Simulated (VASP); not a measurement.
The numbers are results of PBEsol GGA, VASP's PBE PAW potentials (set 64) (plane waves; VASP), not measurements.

The input files of a VASP run:

INCAR:
```
EDIFFG=-0.03   ! ionic stop
NELMIN=4
EDIFF=1E-5   ! SCF stop (eV)
ALGO=Fast   ! Davidson, then RMM-DIIS
NSW=20
LREAL=F
ISIF=2   ! forces and stress, cell fixed
LWAVE=F
SYSTEM=BN
SIGMA=0.05
LCHARG=F
PREC=Normal
LASPH=T   ! aspherical one-centre terms
IBRION=2
NELM=100   ! most electronic steps
GGA=PS   ! PBEsol
ENCUT=450   ! plane-wave cut-off (eV)
ISMEAR=0   ! Gaussian
```

File POSCAR:
```
BN
1
    0.0000000000     1.8037477763     1.8037477763
    1.8037477763     0.0000000000     1.8037477763
    1.8037477763     1.8037477763     0.0000000000
B N
1 1
Direct
  0.0000000000   0.0000000000   0.0000000000
  0.7500000000   0.7500000000   0.7500000000
```

**KPOINTS**
```
Automatic mesh
0
Gamma
14 14 14
0 0 0
```

POTCAR, in this order: B N (PBE.64 set). Program: vasp_std.

At this cut-off the stress carries a Pulay error, which pulls relaxed volumes low.

Estimate the energy per atom (σ→0), band gap (on the k-mesh).

```json
{
 "energy per atom (σ→0)": "-9.175 eV/atom",
 "band gap (on the k-mesh)": "4.29 eV"
}
```

**OSZICAR**
```
...
DAV:   5    -0.193038337120E+02   -0.32878E-07   -0.32878E-07  1848   0.471E-03    0.660E+00
RMM:   6    -0.184524193951E+02    0.85141E+00   -0.10022E+00  1664   0.872E+00    0.331E+00
RMM:   7    -0.183701526899E+02    0.82267E-01   -0.15939E-01  1664   0.393E+00    0.186E+00
RMM:   8    -0.183509753802E+02    0.19177E-01   -0.23708E-02  1664   0.147E+00    0.228E-01
RMM:   9    -0.183501741034E+02    0.80128E-03   -0.49521E-03  1664   0.699E-01    0.124E-01
RMM:  10    -0.183499399654E+02    0.23414E-03   -0.34327E-04  1664   0.227E-01    0.269E-02
RMM:  11    -0.183499396284E+02    0.33701E-06   -0.98253E-05  1653   0.948E-02
   1 F= -.18349940E+02 E0= -.18349940E+02  d E =-.183499E+02
```

The compound is BN in the zinc blende structure. It was relaxed first.
